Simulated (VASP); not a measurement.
Calculation: revTPSS meta-GGA, VASP's PBE PAW potentials (set 64) (plane waves; VASP).

VASP input:

POSCAR:
```
CdS
5.9676970
  0.0000000000   0.4999999692   0.4999999692
  0.4999999692   0.0000000000   0.4999999692
  0.4999999692   0.4999999692   0.0000000000
Cd S
1 1
direct
  0.0000000000   0.0000000000   0.0000000000
  0.2500000000   0.2500000000   0.2500000000
```

INCAR:
```
SYSTEM = CdS
PREC = Accurate
ENCUT = 520
EDIFF = 1E-7
NELM = 100
ALGO = Normal
LREAL = .FALSE.
LASPH = .TRUE.
ISMEAR = 0
SIGMA = 0.05
METAGGA = RTPSS
LMIXTAU = .TRUE.
LMAXMIX = 4
LWAVE = .FALSE.
LCHARG = .FALSE.
ISIF = 2
```

File KPOINTS:
```
Automatic
0
gamma
8 8 8
```

POTCAR, in this order: Cd S (PBE.64 set). Program: vasp_std.

### Question
Predict the energy per atom (σ→0), pressure, band gap (on the k-mesh).

### Answer

```
Property                         Result
------------------------  -------------
energy per atom (σ→0)     4.694 eV/atom
band gap (on the k-mesh)        1.14 eV
pressure                     -15.6 kbar
```

**OSZICAR**
```
...
DAV:  17     0.938773734935E+01   -0.54380E-03   -0.51027E-04   779   0.356E-01    0.330E-02
DAV:  18     0.938702562920E+01   -0.71172E-03   -0.21083E-04   764   0.201E-01    0.541E-03
DAV:  19     0.938702210626E+01   -0.35229E-05   -0.19992E-06   894   0.162E-02    0.408E-03
DAV:  20     0.938702467661E+01    0.25704E-05   -0.23895E-06   759   0.204E-02    0.948E-03
DAV:  21     0.938702092439E+01   -0.37522E-05   -0.24354E-06   754   0.240E-02    0.448E-03
DAV:  22     0.938702063084E+01   -0.29355E-06   -0.91929E-08   577   0.350E-03    0.472E-03
DAV:  23     0.938702056499E+01   -0.65849E-07   -0.47924E-08   427   0.244E-03
   1 F= 0.93870206E+01 E0= 0.93870206E+01  d E =-.642855E-11
```

The compound is CdS in the zinc blende structure, a metastable form; wurtzite is the usual one. This cell is one point of a volume scan, at 1.03 of the reference volume.
